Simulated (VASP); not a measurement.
Write the native input for VASP 6.6.1 that does the following.

| Item | Value |
| --- | --- |
| Task | single point |
| Functional | PBEsol |
| Potentials or basis | VASP PAW PBE potentials, release 64 (Er, O) |
| Cutoff | 520 eV |
| k mesh | 7 × 7 × 7 |
| Occupations | gaussian, width 0.05 eV |
| Spin | collinear spin, ferromagnetic start |
| Starting moments | [3.0, 0.0] μB |
| Fixed moment | 2 μB |
| Hubbard terms | Er f U = 2 eV |
| Further INCAR settings | ALGO = Normal; EDIFF = 1e-06 |

The structure of ErO lies in POSCAR:

```
ErO
1.0
    2.7442915000      0.0000000000      0.0000000000
    0.0000000000      2.7442915000      0.0000000000
    0.0000000000      0.0000000000      2.7442915000
Er O
1 1
Direct
    0.0000000000      0.0000000000      0.0000000000
    0.5000000000      0.5000000000      0.5000000000
```

The cell comes from a database or a generator and needn't be the stable form of this composition.

The input as run:

INCAR

```
ALGO = Normal
EDIFF = 1E-6
ENCUT = 520
GGA = PS
ISIF = 2
ISMEAR = 0
ISPIN = 2
LASPH = T
LCHARG = T
LDAU = T
LDAUJ = 0 0
LDAUL = 3 -1
LDAUPRINT = 1
LDAUTYPE = 2
LDAUU = 2 0
LELF = T
LMAXMIX = 6
LORBIT = 11
LREAL = F
LVHAR = T
LWAVE = F
MAGMOM = 3 0
NELM = 100
NUPDOWN = 2
PREC = Accurate
SIGMA = 0.05
```

KPOINTS

```
k-points
0
Gamma
  7 7 7
```

Potentials or basis: VASP PAW PBE potentials, release 64 (Er, O).

Command:

```bash
$ cat potpaw_PBE.64/Er/POTCAR potpaw_PBE.64/O/POTCAR > POTCAR
$ mpirun -np 1 vasp_std > vasp.out
```

Results of the run:

| Property | Result |
| --- | --- |
| Pressure | 40.1 GPa |
| Net moment | 2.00 μB per cell |
| Site moments | Er +2.06; O +0.02 μB |
| Valence electrons inside the program's atomic spheres | Er 20.13; O 5.07 |

Caveat: the magnetic or orbital state may not be the lowest; a pressure of tens of GPa on the cell as given is suspect, and the run, the potentials or the cell itself is likely at fault; the PAW data sets were made with another functional, which shifts forces and pressure a little; the total moment is fixed, so each spin has its own Fermi level.

Run time: 22 s on 1 thread of Intel(R) Xeon(R) 6975P-C (Granite Rapids), with other jobs on the host, peak memory 0.15 GiB.
